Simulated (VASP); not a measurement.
A convergence study with VASP on MgO (rock salt): one setting is varied, all else stays as given below, so the limit is that of these other settings.

```
MgO
1.0
    0.00000     2.10500     2.10500
    2.10500     0.00000     2.10500
    2.10500     2.10500     0.00000
Mg O
1 1
Direct
  0.00000   0.00000   0.00000
  0.50000   0.50000   0.50000
```

Method: PBE GGA, VASP's PBE PAW potentials (set 64) (plane waves; VASP). The tightest run used: 700 eV cut-off, 20×20×20 Γ-centred mesh, tetrahedra with Blöchl corrections, potentials Mg O.

The reference is 20×20×20 mesh, which took about 30 core-seconds. Costs are core time on shared hosts, one run each; read them as rough ratios.

Of the settings 3×3×3 mesh; 4×4×4 mesh; 5×5×5 mesh; 6×6×6 mesh; 7×7×7 mesh; 8×8×8 mesh; 9×9×9 mesh; 10×10×10 mesh; 11×11×11 mesh; 12×12×12 mesh; 13×13×13 mesh; 14×14×14 mesh; 15×15×15 mesh; 16×16×16 mesh; 17×17×17 mesh; 18×18×18 mesh; 19×19×19 mesh; 20×20×20 mesh, which is the lowest that keeps the difference from the reference in E (eV/atom) within 0.005 from there on, and what does it cost?

5×5×5 mesh; its cost over the reference is about 1/7.
| setting | difference in E (eV/atom) | cost over the reference |
|---|---|---|
| 3×3×3 mesh | 0.0459 | about 1/10 |
| 4×4×4 mesh | 0.0064 | about 1/8 |
| 5×5×5 mesh | 0.0010 | about 1/7 |
| 6×6×6 mesh | 0.0002 | about 1/7 |
| 7×7×7 mesh | 0.0001 | about 1/6 |
| 8×8×8 mesh | 0.0000 | about 1/5 |
| 9×9×9 mesh | 0.0000 | about 1/4 |
| 10×10×10 mesh | 0.0000 | about 1/4 |
| 11×11×11 mesh | 0.0000 | about 1/3 |
| 12×12×12 mesh | 0.0000 | about 1/2 |
| 13×13×13 mesh | 0.0000 | about 1/3 |
| 14×14×14 mesh | 0.0000 | within a factor of 2 |
| 15×15×15 mesh | 0.0000 | within a factor of 2 |
| 16×16×16 mesh | 0.0000 | within a factor of 2 |
| 17×17×17 mesh | 0.0000 | within a factor of 2 |
| 18×18×18 mesh | 0.0000 | within a factor of 2 |
| 19×19×19 mesh | 0.0000 | within a factor of 2 |
| 20×20×20 mesh | 0.0000 | reference |

Left out are rungs that failed or repeat a setting and relaxations that didn't move; long series are thinned to 24 rows.

The compound is MgO in the rock salt structure. The cell was not relaxed at this level.
